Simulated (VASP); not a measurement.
The input files of a VASP run:

File KPOINTS:
```
K-points
0
Gamma
16 16 16
```

File POSCAR:
```
Rh
1
    0.0000000000     1.9270424590     1.9270424590
    1.9270424590     0.0000000000     1.9270424590
    1.9270424590     1.9270424590     0.0000000000
Rh
1
Direct
  0.0000000000   0.0000000000   0.0000000000
```

INCAR:
```
SYSTEM = Rh
PREC = Accurate
ENCUT = 520
EDIFF = 1E-7
NELM = 100
ALGO = Normal
LREAL = .FALSE.
LASPH = .TRUE.
ISMEAR = 1
SIGMA = 0.1
GGA = RP
LMAXMIX = 4
LWAVE = .FALSE.
LCHARG = .FALSE.
ISIF = 2
```

POTCAR, in this order: Rh_pv (PBE.64 set). Program: vasp_std.

Q: Translate this RPBE calculation to Quantum ESPRESSO's pw.x.

A: One equivalent input (not run):
```
&CONTROL
  calculation = 'scf'
  pseudo_dir = './pseudo'
  outdir = './out'
  tprnfor = .true.
  tstress = .true.
/
&SYSTEM
  ibrav = 0
  nat = 1
  ntyp = 1
  ecutwfc = 88
  occupations = 'smearing'
  smearing = 'methfessel-paxton'
  degauss = 0.00735
  input_dft = 'rpbe'
/
&ELECTRONS
  conv_thr = 7.3e-09
  electron_maxstep = 100
/
ATOMIC_SPECIES
  Rh 102.906 Rh.upf
CELL_PARAMETERS angstrom
     0.0000000    1.9270425    1.9270425
     1.9270425    0.0000000    1.9270425
     1.9270425    1.9270425    0.0000000
ATOMIC_POSITIONS crystal
  Rh   0.0000000  0.0000000  0.0000000
K_POINTS automatic
  16 16 16 0 0 0
```
Limits of the translation: the potentials are each code's own (VASP's PAW set, PseudoDojo norm-conserving files in pw.x), so ENCUT and ecutwfc are chosen apart and not converted; conv_thr bounds pw.x's estimated SCF error, while EDIFF bounds the energy change between steps.

The compound is Rh in the fcc structure. It was relaxed first.
